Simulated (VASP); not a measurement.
Computed with PBE GGA, VASP's PBE PAW potentials (set 64) (plane waves; VASP).

Input for VASP

**INCAR**
```
SYSTEM = Ru
PREC = Normal
ENCUT = 400
EDIFF = 1E-5
NELM = 100
ALGO = Fast
LREAL = .FALSE.
LASPH = .TRUE.
ISMEAR = 1
SIGMA = 0.1
GGA = PE
LMAXMIX = 4
LWAVE = .FALSE.
LCHARG = .FALSE.
NELMIN = 4
IBRION = 2
ISIF = 2
NSW = 20
EDIFFG = -0.03
```

**POSCAR**
```
Ru
1
    2.7221462324     0.0000000000     0.0000000000
   -1.3610731162     2.3574479479     0.0000000000
    0.0000000000     0.0000000000     4.2896795496
Ru
2
Direct
  0.6666670000   0.3333330000   0.7500000000
  0.3333330000   0.6666670000   0.2500000000
```

File KPOINTS:
```
Automatic mesh
0
G
  17 17 10
```

POTCAR, in this order: Ru_pv (PBE.64 set). Program: vasp_std.

The run wrote:

### OUTCAR
```
 ion  position               nearest neighbor table
   1  0.667  0.333  0.750-   2 2.66   2 2.66   2 2.66   2 2.66   2 2.66   2 2.66
   2  0.333  0.667  0.250-   1 2.66   1 2.66   1 2.66   1 2.66   1 2.66   1 2.66
  LATTYP: Found a hexagonal cell.
 ALAT       =     2.7221462324
 C/A-ratio  =     1.5758446400
 Subroutine PRICEL returns:
 Original cell was already a primitive cell.
 Subroutine GETGRP returns: Found 24 space group operations
The static configuration has the point symmetry D_3d.
 The point group associated with its full space group is D_6h.
The dynamic configuration has the point symmetry D_3d.
 Subroutine INISYM returns: Found 24 space group operations
 Subroutine IBZKPT returns following result:
 Found    198 irreducible k-points:

 Following reciprocal coordinates:
            Coordinates               Weight
  0.000000  0.000000  0.000000      1.000000
  0.058824  0.000000  0.000000      6.000000
  0.117647 -0.000000  0.000000      6.000000
  0.176471  0.000000  0.000000      6.000000
  0.235294 -0.000000  0.000000      6.000000
  0.294118 -0.000000  0.000000      6.000000
  0.352941 -0.000000  0.000000      6.000000
...
```

**OSZICAR**
```
       N       E                     dE             d eps       ncg     rms          rms(c)
DAV:   1     0.244103889377E+03    0.24410E+03   -0.15893E+04  7184   0.143E+03
DAV:   2    -0.141200657603E+02   -0.25822E+03   -0.25292E+03  7564   0.444E+02
DAV:   3    -0.197538756422E+02   -0.56338E+01   -0.54488E+01  7506   0.700E+01
DAV:   4    -0.198201724201E+02   -0.66297E-01   -0.65961E-01  8806   0.645E+00
DAV:   5    -0.198211156093E+02   -0.94319E-03   -0.94315E-03  7706   0.700E-01    0.172E+01
RMM:   6    -0.185391883311E+02    0.12819E+01   -0.33013E+00  7128   0.173E+01    0.451E+00
RMM:   7    -0.184659925271E+02    0.73196E-01   -0.53156E-01  7128   0.567E+00    0.934E-01
RMM:   8    -0.184606210167E+02    0.53715E-02   -0.30147E-02  7128   0.167E+00    0.581E-01
RMM:   9    -0.184592911834E+02    0.13298E-02   -0.37688E-03  7130   0.530E-01    0.540E-02
RMM:  10    -0.184592964855E+02   -0.53021E-05   -0.32306E-04  7147   0.182E-01    0.138E-02
RMM:  11    -0.184592968985E+02   -0.41302E-06   -0.80645E-05  5626   0.547E-02
   1 F= -.18459297E+02 E0= -.18458588E+02  d E =-.184593E+02
```

OUTCAR:
```
------------------------ aborting loop because EDIFF is reached ----------------------------------------
  FORCE on cell =-STRESS in cart. coord.  units (eV):
  Direction    XX          YY          ZZ          XY          YZ          ZX
  --------------------------------------------------------------------------------------
  Total       -0.2224785     -0.2224785     -0.0721899      0.0000000      0.0000000      0.0000000
  in kB      -12.9485211    -12.9485229     -4.2015402      0.0000000      0.0000000      0.0000000
  external PRESSURE =     -10.0328614 kB  Pullay stress =       0.0000000 kB
  volume of cell :       27.53
      direct lattice vectors                 reciprocal lattice vectors
     2.722146232  0.000000000  0.000000000     0.367357193  0.212093760  0.000000000
    -1.361073116  2.357447948  0.000000000     0.000000000  0.424187521  0.000000000
     0.000000000  0.000000000  4.289679550     0.000000000  0.000000000  0.233117646
 POSITION                                       TOTAL-FORCE (eV/Angst)
 -----------------------------------------------------------------------------------
      1.36107      0.78582      3.21726         0.000000      0.000000      0.000000
     -0.00000      1.57163      1.07242        -0.000000     -0.000000      0.000000
 -----------------------------------------------------------------------------------
    total drift:                               -0.000452      0.000244     -0.000046
  FREE ENERGIE OF THE ION-ELECTRON SYSTEM (eV)
  ---------------------------------------------------
  free  energy   TOTEN  =       -18.4592968985 eV

  energy  without entropy=      -18.4571710205  energy(sigma->0) =      -18.45858827

 reached required accuracy - stopping structural energy minimisation
```
(Selected blocks of OUTCAR.)

The compound is Ru in the hcp structure. It was relaxed first.
